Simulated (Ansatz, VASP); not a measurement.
## Cross-check of NbAu2 between VASP and Ansatz

Wanted: the spread between two codes on one cell, functional and k mesh. The cell is taken from a series of runs on this material, whose earlier steps may have relaxed, scaled, displaced or heated it; both programs get it as it stands.

Method: plane waves, with VASP 6.6.1 beside it; relaxation of cell and atoms at PBEsol, in Ansatz 0.2.0.

## (1) Set-up

Symmetry: P6/mmm, No. 191, hexagonal system. Conventional cell: a = 4.621 Å, b = 4.621 Å, c = 2.729 Å, α = 90.00°, β = 90.00°, γ = 120.00°. Nearest to Nb lie 2 Nb at 2.73 Å and 12 Au at 3.00 Å. Nearest to Au lie 5 Au at 2.67 to 2.73 Å and 6 Nb at 3.00 Å. Farther neighbours are not listed.

## (2) Ansatz: relaxation of cell and atoms, PBEsol

Ansatz runs on its default PAW (the set named soft_2) files.

The relaxed volume is the usual yardstick between codes: in a stiff, nearly cubic crystal its relative difference is about their pressure difference at one cell divided by the bulk modulus.

File input.yaml:

```yaml
crystal:
  lattice:
    - [4.621202367, 0.0, 0.0]
    - [-2.3106011835, 4.0020786459, 0.0]
    - [0.0, 0.0, 2.7291126863]
  atoms:
    - { symbol: Nb, position: [0.0, 0.0, 0.0] }
    - { symbol: Au, position: [0.3333333333, 0.6666666667, 0.5] }
    - { symbol: Au, position: [0.6666666667, 0.3333333333, 0.5] }
kpoints:
  mp_grid: { grid: [6, 6, 9] }
hamiltonian:
  xc: pbesol
scf:
  occupations: { method: methfessel_paxton, width: 0.2 }
output:
  forces: true
  stress: true
  eigenvalues: true
relax:
  adjacent_minimum: "off"
  f_tol: 0.001
  max_steps: 60
  cell: { stress_tol: 0.01 }
```

Launch:

```console
$ ansatz run input.yaml --threads 4 --pin off --max-ram 8192MiB --backend cpu --events-out ev --progress --plain --runs-dir out
```

Numbers of over 12 decimals in the logs are rounded to 6 here.

The log of the run:

```text
Engine: ansatz 0.2.0, aarch64-unknown-linux-gnu
Pseudopotentials: kind: paw
Pseudopotential: Nb, paw, valence charge 13, recommended cutoff 420 eV (normal), Nb.paw.azcp
Pseudopotential: Au, paw, valence charge 19, recommended cutoff 420 eV (normal), Au.paw.azcp
Functional definition: PBEsol
  exchange = pbesol_x
  correlation = pbesol_c
Crystal: 3 atoms, lattice volume = 50.473 Å³
Basis set: ecut = 420 eV, 975 PW (Γ), exchange–correlation on 64×64×40 points (8 copies of the dense FFT grid, shifted against one another)
Bands: 31, of which v1, the nominal top of the filled ones, is band 26 counted from 1 (25 counted from 0)
Symmetry: 24 space group operations
Space group: P6/mmm (ITA 191), of the structure as read, at distance tolerance 3.7e-5 Å
k-points: 35 of 324
Non-local potential: Nb, projectors of the file, l = 0: 3, l = 1: 2, l = 2: 2, l = 3: 1
Non-local potential: Au, projectors of the file, l = 0: 3, l = 1: 2, l = 2: 2, l = 3: 1
PAW form: soft (Blöchl's): semilocal exchange-correlation on the pseudo side does not see the compensation charge
PAW frozen core: Nb, regenerated for the run's functional, and the local potential with it (the file was generated under x = pbe(κ = 0.804, μ = 0.219515), c = pbe(β = 0.066725))
PAW frozen core: Au, regenerated for the run's functional, and the local potential with it (the file was generated under x = pbe(κ = 0.804, μ = 0.219515), c = pbe(β = 0.066725))
PAW one-centre angular grid: Nb, 590 points (default); XC on 64 Gauss nodes
PAW one-centre angular grid: Au, 590 points (default); XC on 64 Gauss nodes
Initial density: superposition of atomic densities (neutral atoms: chi_scale 0, normalization atom), corrected by the library's trained network
Initial wavefunctions: pseudopotential atomic-orbital guess
Functional: x = pbesol(κ = 0.804, μ = 0.123457), c = pbesol(β = 0.046)
SCF iter   1: F=—  HF=-30510.232987 eV  |F-HF|=—  |Δ(HF+E_count)|=         —  Δρ=9.33e-3  dr2=3.69e-2  ethr=1.77e-3  ⟨swp⟩=4.5  Hψ=3547  notcnv=0
preconditioner: auto → Kerker (q_TF=auto, 2.733 Å⁻¹)  [metal: Δε(μ)=0.039 eV  Ē_g=7.722 eV  σ=0.200 eV  W_gap=0.16  n_scr=14 (ndim 8)  ℏωp=27.2 eV  f_vac=0.000  D(μ)=1.97/eV (n_scr^D=8)]
SCF iter   2: F=—  HF=-30510.226679 eV  |F-HF|=—  |Δ(HF+E_count)|=   6.31e-3  S|Δr|=    0.00e0  Δρ=4.58e-3  dr2=8.38e-3  ethr=7.23e-5  ⟨swp⟩=2.2  Hψ=1801  notcnv=0
SCF iter   3: F=—  HF=-30510.224332 eV  |F-HF|=—  |Δ(HF+E_count)|=   2.35e-3  S|Δr|=    0.00e0  Δρ=6.66e-4  dr2=1.14e-4  ethr=1.64e-5  ⟨swp⟩=2.0  Hψ=1513  notcnv=0
SCF iter   4: F=—  HF=-30510.224353 eV  |F-HF|=—  |Δ(HF+E_count)|=   2.04e-5  S|Δr|=    0.00e0  Δρ=1.90e-4  dr2=2.17e-5  ethr=2.24e-7  ⟨swp⟩=2.3  Hψ=1750  notcnv=0
SCF iter   5: F=—  HF=-30510.224356 eV  |F-HF|=—  |Δ(HF+E_count)|=   2.85e-6  S|Δr|=    0.00e0  Δρ=5.09e-5  dr2=1.09e-6  ethr=4.25e-8  ⟨swp⟩=2.6  Hψ=1909  notcnv=0
SCF iter   6: F=-30510.224356 eV  HF=-30510.224356 eV  |F-HF|=4.76e-8  |Δ(HF+E_count)|=   3.65e-8  S|Δr|=    0.00e0  Δρ=1.30e-5  dr2=9.14e-8  ethr=1.96e-10  ⟨swp⟩=7.0  Hψ=4575  notcnv=0
SCF 1 converged in 6 iterations: F = -30510.224356 eV  dr2 = 9.14e-8
  greatest PAW one-centre occupation: 1.001 electrons in one spin orbital (limit 2), on the Au atom at site 2 (counted from 0), in its partial waves of l = 0
relax step   1: F+E_penalty+E_count = -30510.22435562 eV  Δ(F+E_penalty+E_count) = +0.000e0 eV  max|allowed force component| = 1.850e-17 eV/Å  Δτ_max = 0.0000 Å  P = +0.357 GPa  Ω = 50.473 Å³  (6 SCF iters, dr2 threshold 1.00e-7 eV, accepted)
[...]
relax step   2: F+E_penalty+E_count = -30510.22393888 eV  Δ(F+E_penalty+E_count) = +4.167e-4 eV  max|allowed force component| = 5.243e-17 eV/Å  Δτ_max = 0.0000 Å  P = -0.760 GPa  Ω = 50.749 Å³  energy of the carried Pulay correction = -7.566e-5 eV  (5 SCF iters, dr2 threshold 3.00e-7 eV, rejected (line search))
[...]
relax step   3: F+E_penalty+E_count = -30510.22447707 eV  Δ(F+E_penalty+E_count) = -1.214e-4 eV  max|allowed force component| = 4.626e-17 eV/Å  Δτ_max = 0.0000 Å  P = -0.014 GPa  Ω = 50.564 Å³  energy of the carried Pulay correction = -2.457e-5 eV  (9 SCF iters, accepted)
[...]
relax step   4: F+E_penalty+E_count = -30510.22447828 eV  Δ(F+E_penalty+E_count) = -1.210e-6 eV  max|allowed force component| = 7.710e-17 eV/Å  Δτ_max = 0.0000 Å  P = -0.003 GPa  Ω = 50.561 Å³  energy of the carried Pulay correction = -2.377e-5 eV  (3 SCF iters, dr2 threshold 1.44e-9 eV, accepted)
[...]
relax step   5: F+E_penalty+E_count = -30510.22449982 eV  Δ(F+E_penalty+E_count) = -2.154e-5 eV  max|allowed force component| = 3.855e-17 eV/Å  Δτ_max = 0.0000 Å  P = -0.003 GPa  Ω = 50.561 Å³  stress off target by 5.84e-3 GPa  SCF on the basis re-selected at this cell (its energy is not comparable with the rows above)  (5 SCF iters)
basis re-selected at this cell: Δ(F+E_penalty+E_count) = -2.154e-5 eV, ΔP = -0.000 GPa vs the last step (what re-selecting the basis moved, of the pressure what is left beyond the Pulay correction that the steps carried, after the strain that the cell walked since its last selection, with what the two solves' SCF thresholds leave and, on support functions, any second-order correction that the steps lacked; it is no m [...]
SCF converged after 5 iterations
Stability not checked: this state was not tested for a lower state beside it, because cold or Methfessel-Paxton smearing, or corrected tetrahedra, fill the levels in a way that the test cannot read (fill_not_monotonic; see scf.lower_state_search)
Free energy (F): -30510.224500 eV
Harris-Foulkes:  -30510.224500 eV  (|F-HF|=0.00e0)
Internal energy: -30510.218034 eV  (E = F + TS)
E sigma→0 (E₀):  -30510.222883 eV
Entropy (-TS):   -0.006466 eV (-2.155 meV/atom)
Fermi energy:    20.879615 eV
--- Per-component energies (eV) ---
  E_band       = -478.198365
  E_kinetic    = 1602.078612
  E_local      = -4261.155883  (includes V_loc(G=0)·N_el)
  E_nonlocal   = 271.341848
  E_hartree    = 1752.546948
  E_xc         = -629.566068
  E_vxc        = -764.337487  (∫ρ·V_xc dr)
  E_paw        = -22145.966867  (= ΣΔE_a)
  E_vpaw       = -831.222074  (= ΣTr[D̂ρ^β])
  E_aug_tail   = 0.002699  (compensation charges beyond the density's cutoff)
  E_ewald      = -7100.306989
  E_core_change = 0.807667  (= ΣΔE_core)
  E_smearing   = -0.006466  (= −TS)
  E_closure    = -0.000000  (closes the sum)
  Σ components = -30510.224500   (vs F -30510.224500, Δ=0.00e0)
--- Forces (eV/Å), atoms counted from 1 ---
  atom   1  Nb     0.00000000     0.00000000     0.00000000
  atom   2  Au     0.00000000     0.00000000     0.00000000
  atom   3  Au     0.00000000    -0.00000000    -0.00000000
  max |Σ_I F_I| component: 2.78e-17 eV/Å
--- Stress (GPa, compression-positive) ---
       -0.005840       0.000000      -0.000000
        0.000000      -0.005840       0.000000
       -0.000000       0.000000       0.001693
  P = ⅓ Tr σ = -0.0033 GPa (-0.033 kbar)
--- Band table (eV; the first three rows and the last of 35) ---
  k-point 0: bands = [... 22 lower, 17.6209, 18.6433, 18.7754, 18.7754, 23.7631, 23.8021, 23.8021, 27.0199, ... 1 higher]
  k-point 1: bands = [... 22 lower, 17.3998, 19.1897, 19.4054, 19.4054, 23.2071, 23.2071, 23.8636, 27.7093, ... 1 higher]
  k-point 2: bands = [... 22 lower, 16.8805, 20.5452, 20.5452, 20.6568, 22.2402, 22.2402, 24.1875, 27.3303, ... 1 higher]
  k-point 34: bands = [... 22 lower, 19.2636, 19.2636, 20.5572, 20.5572, 22.1640, 23.7730, 24.3149, 24.3149, ... 1 higher]
--- Relaxed structure (4 steps of the walk, 3 accepted, 1 SCFs on fresh bases) ---
  F+E_penalty+E_count = -30510.22449982 eV   max|allowed force component| = 3.855e-17 eV/Å   (the final SCF, on the basis selected at the relaxed cell)
  cell:  # Å, volume = 50.5608 Å³
    - [4.622081, 0, -1.3187562240279702e-19]
    - [-2.311040, 4.002840, 0]
    - [0, 0, 2.732803]
  atoms:
    - { symbol: Nb, position: [0, 0, 0] }
    - { symbol: Au, position: [0.333333, 0.666667, 0.500000] }
    - { symbol: Au, position: [0.666667, 0.333333, 0.500000] }
```

The column dr2 measures how far the density is from self-consistency, as an energy; F and HF (Harris–Foulkes) agree once it is small.

## (3) VASP: relaxation of cell and atoms, PBEsol

The same cell, functional, mesh and smearing now go to VASP, with its own data sets.

Lines of VASP's logs that name or quote its potential files are left out, and so is its time.

File INCAR:

```
SYSTEM = NbAu2
PREC = Accurate
ENCUT = 500
EDIFF = 1E-07
NELM = 120
ISMEAR = 1
SIGMA = 0.2
LREAL = .FALSE.
ALGO = Normal
GGA = PS
NBANDS = 23
LASPH = .TRUE.
LORBIT = 11
LWAVE = .FALSE.
LCHARG = .FALSE.
ISIF = 3
IBRION = 2
NSW = 80
EDIFFG = -0.005
GGA_COMPAT = .FALSE.
NELMIN = 4
```

File POSCAR:

```
NbAu2
1.0
    4.6212020000      0.0000000000      0.0000000000
   -2.3106010000      4.0020790000      0.0000000000
    0.0000000000      0.0000000000      2.7291130000
Nb Au
1 2
Direct
    0.0000000000      0.0000000000      0.0000000000
    0.3333332500      0.6666665001      0.4999998168
    0.6666666250      0.3333332500      0.4999998168
```

File KPOINTS:

```
Automatic mesh
0
Gamma
6 6 9
0 0 0
```

Potentials, in the order of the species: Nb_sv and Au (PBE family, release 64).

Launch:

```console
$ mpirun -np 1 vasp_std
```

The log of the run:

```text
[banner, memory and clock lines left out]
running    1 mpi-ranks, on    1 nodes
 distrk:  each k-point on    1 cores,    1 groups
 distr:  one band on    1 cores,    1 groups

 POSCAR found type information on POSCAR NbAu
 POSCAR found :  2 types and       3 ions
|                                                                             |
|               ----> ADVICE to this user running VASP <----                  |
|                                                                             |
|     You enforced a specific xc type in the INCAR file but a different       |
|     [... a line on the potential file left out ...]
|     I HOPE YOU KNOW WHAT YOU ARE DOING!                                     |
|                                                                             |

 LDA part: xc-table for (Slater+PW92), standard interpolation
 POSCAR, INCAR and KPOINTS ok, starting setup
 FFT: planning ... GRIDC
 FFT: planning ... GRID_SOFT
 FFT: planning ... GRID
 WAVECAR not read
 entering main loop
       N       E                     dE             d eps       ncg     rms          rms(c)
DAV:   1     0.291673264897E+03    0.29167E+03   -0.18289E+04  1610   0.147E+03
DAV:   2    -0.950207554125E+01   -0.30118E+03   -0.29071E+03  1876   0.443E+02
DAV:   3    -0.210282101450E+02   -0.11526E+02   -0.11283E+02  2342   0.767E+01
DAV:   4    -0.215345668154E+02   -0.50636E+00   -0.50477E+00  2326   0.148E+01
DAV:   5    -0.215478871434E+02   -0.13320E-01   -0.13319E-01  2380   0.205E+00    0.157E+01
DAV:   6    -0.197296528898E+02    0.18182E+01   -0.61297E+00  1708   0.206E+01    0.100E+01
DAV:   7    -0.194451814362E+02    0.28447E+00   -0.12166E+00  2289   0.958E+00    0.457E+00
DAV:   8    -0.193738888689E+02    0.71293E-01   -0.23662E-01  1779   0.397E+00    0.245E+00
DAV:   9    -0.193692435422E+02    0.46453E-02   -0.16806E-02  2056   0.116E+00    0.208E-01
DAV:  10    -0.193687313085E+02    0.51223E-03   -0.16936E-03  2131   0.326E-01    0.103E-01
DAV:  11    -0.193687440728E+02   -0.12764E-04   -0.14948E-04  2212   0.102E-01    0.325E-02
DAV:  12    -0.193687435218E+02    0.55102E-06   -0.10308E-05  2256   0.332E-02    0.805E-03
DAV:  13    -0.193687433649E+02    0.15688E-06   -0.39579E-07  1886   0.527E-03    0.133E-03
DAV:  14    -0.193687433553E+02    0.96052E-08   -0.27843E-08  1183   0.158E-03
   1 F= -.19368743E+02 E0= -.19366621E+02  d E =-.193687E+02
[...]
2 F= -.19368752E+02 E0= -.19366557E+02  d E =-.845898E-05
[...]
3 F= -.19368831E+02 E0= -.19366672E+02  d E =-.873262E-04
[...]
4 F= -.19368824E+02 E0= -.19366654E+02  d E =0.700115E-05
 trial-energy change:    0.000007  1 .order    0.000006   -0.000025    0.000036
 step:   0.3406(harm=  0.3645)  dis= 0.00000  next Energy=   -19.368835 (dE=-0.457E-05)
 bond charge predicted
       N       E                     dE             d eps       ncg     rms          rms(c)
DAV:   1    -0.193689463353E+02   -0.12261E-03   -0.31597E-03  1645   0.528E-01    0.675E-02
DAV:   2    -0.193688518779E+02    0.94457E-04   -0.32671E-04  1890   0.161E-01    0.363E-02
DAV:   3    -0.193688363866E+02    0.15491E-04   -0.51580E-05  2212   0.660E-02    0.147E-02
DAV:   4    -0.193688334106E+02    0.29760E-05   -0.15547E-05  2423   0.293E-02    0.116E-02
DAV:   5    -0.193688342995E+02   -0.88885E-06   -0.16916E-06  2583   0.836E-03    0.434E-03
DAV:   6    -0.193688349533E+02   -0.65384E-06   -0.90908E-07  2757   0.568E-03    0.200E-03
DAV:   7    -0.193688351358E+02   -0.18250E-06   -0.52357E-08  1047   0.195E-03    0.522E-04
DAV:   8    -0.193688351655E+02   -0.29738E-07   -0.12687E-08   861   0.117E-03
   5 F= -.19368835E+02 E0= -.19366672E+02  d E =-.448402E-05
 curvature:  -0.20 expect dE=-0.392E-07 dE for cont linesearch -0.195E-07
 trial: gam=-0.06799 g(F)=  0.233E-41 g(S)=  0.198E-06 ort = 0.171E-05 (trialstep = 0.790E+00)
 search vector abs. value=  0.103E-06
 reached required accuracy - stopping structural energy minimisation
```

From OUTCAR (step 3):

```text
ion  position               nearest neighbor table
   1  0.000  0.000  0.000-   2 3.00   3 3.00   3 3.00   2 3.00   2 3.00   2 3.00   3 3.00   3 3.00
                             3 3.00   2 3.00   2 3.00   3 3.00
   2  0.333  0.667  0.500-   3 2.67   3 2.67   3 2.67   1 3.00   1 3.00   1 3.00   1 3.00   1 3.00
                             1 3.00
   3  0.667  0.333  0.500-   2 2.67   2 2.67   2 2.67   1 3.00   1 3.00   1 3.00   1 3.00   1 3.00
                             1 3.00

  LATTYP: Found a hexagonal cell.
 ALAT       =     4.6212020000
 C/A-ratio  =     0.5905634508

 Subroutine GETGRP returns: Found 24 space group operations
 (whereof 24 operations were pure point group operations)

The static configuration has the point symmetry D_6h.

 Found     35 irreducible k-points:

   k-points           NKPTS =     35   k-points in BZ     NKDIM =     35   number of bands    NBANDS=     23

   dimension x,y,z NGX =    36 NGY =   36 NGZ =   20
   dimension x,y,z NGXF=    72 NGYF=   72 NGZF=   40

   ENCUT  =  500.0 eV  36.75 Ry    6.06 a.u.   8.43  8.43  4.98*2*pi/ulx,y,z

   NELECT =      35.0000    total number of electrons

 k-points in reciprocal lattice and weights: Automatic mesh
   0.00000000  0.00000000  0.00000000       0.003
   0.16666667  0.00000000  0.00000000       0.019
   0.33333333  0.00000000  0.00000000       0.019
   0.50000000  0.00000000  0.00000000       0.009
   0.16666667  0.16666667  0.00000000       0.019
   0.33333333  0.16666667  0.00000000       0.037
   0.33333333  0.33333333  0.00000000       0.006
   0.00000000  0.00000000  0.11111111       0.006
   0.16666667  0.00000000  0.11111111       0.037
[...]
0.33333333  0.16666667  0.44444444       0.074
   0.33333333  0.33333333  0.44444444       0.012

 average (electrostatic) potential at core
       1 -77.9393       2 -63.1820       3 -63.1820

 E-fermi :  11.0686

 k-point     1 :       0.0000    0.0000    0.0000
  band No.  band energies     occupation
    ...
     14       7.7950      2.00000
     15       7.7950      2.00000
     16       8.8299      2.00000
     17       8.9590      2.00000
     18       8.9590      2.00000
     19      13.9509     -0.00000
     20      13.9989     -0.00000
     21      13.9989     -0.00000
     22      17.2213      0.00000
     23      17.2213      0.00000

 k-point     2 :       0.1667    0.0000    0.0000
  band No.  band energies     occupation
    ...
     14       7.8113      2.00000
     15       7.8752      2.00000
     16       8.6876      2.00000
     17       8.9204      2.00000
     18       9.0446      2.00000
     19      13.8607     -0.00000
     20      14.0161     -0.00000
     21      14.5093     -0.00000
     22      15.2241      0.00000
     23      15.4144      0.00000

 k-point     3 :       0.3333    0.0000    0.0000
  band No.  band energies     occupation
    ...
     14       7.7351      2.00000
     15       8.0101      2.00000
     16       8.3652      2.00000
     17       8.9721      2.00000
     18       9.5978      2.00000
     19      12.6459     -0.00000
     20      13.2519     -0.00000
     21      13.6926     -0.00000
     22      14.0507     -0.00000
     23      16.3598      0.00000

  Total        0.0021130      0.0021130      0.0018341      0.0000000      0.0000000      0.0000000
  in kB        0.0671123      0.0671123      0.0582533      0.0000000      0.0000000      0.0000000
  external PRESSURE =       0.0641593 kB  Pullay stress =       0.0000000 kB

  energy-cutoff  :      500.00
  volume of cell :       50.44
      direct lattice vectors                 reciprocal lattice vectors
     4.617953199  0.000000000  0.000000000     0.216546153  0.125022959 -0.000000000
    -2.308976600  3.999265455  0.000000000     0.000000000  0.250045918 -0.000000000
     0.000000000  0.000000000  2.731337053     0.000000000 -0.000000000  0.366121054

 POSITION                                       TOTAL-FORCE (eV/Angst)
 -----------------------------------------------------------------------------------
     -0.00000      0.00000      0.00000        -0.000000     -0.000000      0.000000
     -0.00000      2.66618      1.36567         0.000000      0.000000      0.000000
      2.30898      1.33309      1.36567        -0.000000     -0.000000      0.000000
 -----------------------------------------------------------------------------------
    total drift:                                0.000000      0.000254      0.000296

  FREE ENERGIE OF THE ION-ELECTRON SYSTEM (eV)
  ---------------------------------------------------
  free  energy   TOTEN  =       -19.3688351655 eV

  energy  without entropy=      -19.3623466974  energy(sigma->0) =      -19.36667234

 reached required accuracy - stopping structural energy minimisation

 total charge
# of ion       s       p       d       tot
------------------------------------------
    1        2.162   5.985   2.399  10.545
    2        0.653   0.541   8.629   9.823
    3        0.653   0.541   8.629   9.823
--------------------------------------------------
tot          3.468   7.067  19.657  30.191

[... 3 further parts left out ...]
```

CONTCAR:

```
NbAu2
   1.00000000000000
     4.6179531992356848    0.0000000000000000    0.0000000000000000
    -2.3089765996178424    3.9992654545888175    0.0000000000000000
     0.0000000000000000    0.0000000000000000    2.7313370528939145
  Nb              Au
     1     2
Direct
     0.0000000000000000    0.0000000000000000    0.0000000000000000
     0.3333332500000026    0.6666665000999998    0.4999998167999991
     0.6666666249999977    0.3333332500000026    0.4999998167999991
```

## (4) Differences

Known differences besides the potentials themselves: the data sets hold 51 valence electrons in Ansatz (on its default PAW (the set named soft_2) files) and 35 in VASP; the cutoff is 420 eV in Ansatz and 500 eV in VASP; Ansatz makes its cores anew for this functional, VASP keeps those of its PBE data sets; Ansatz adds a Pulay correction to the stress that steers its cell, VASP none. Total energies have different zeros and are not compared.

Both answers:

| quantity | Ansatz | VASP | difference |
| --- | --- | --- | --- |
| volume (Å³) | 50.56 | 50.44 | +0.23 % |
| edge a after relaxation, in the typed setting (Å) | 4.622 | 4.618 | +0.09 % |
| edge c after relaxation, in the typed setting (Å) | 2.733 | 2.731 | +0.05 % |

## (5) Summary of results

| Property | Result |
| --- | --- |
| difference in volume (relaxation of cell and atoms, PBEsol) | 0.23 % |

In words: The difference in volume is 0.23 % (relaxation of cell and atoms, PBEsol), within the 1.2 % picked in this series as the mark of a large difference, as far as the stopping tolerances let one tell. The data sets hold unlike numbers of valence electrons (51 in Ansatz and 35 in VASP), so part of the differences comes from the potentials. Such differences can come from data sets, numerical settings and the points named under the comparisons, not from the functional's error against experiment.

[Lines on the potential files, build, host, timing and source positions are cut from VASP's logs without a mark.]

[Logs are printed without paths, hosts, clocks, repeated set-up lines and the standing remarks that a program may print on its own settings, such as how far it seeks lower states.]

[Hosts, paths, dates, database ids (printed as entryN), source tags and the programs' standing remarks are cut or masked in the printed files.]
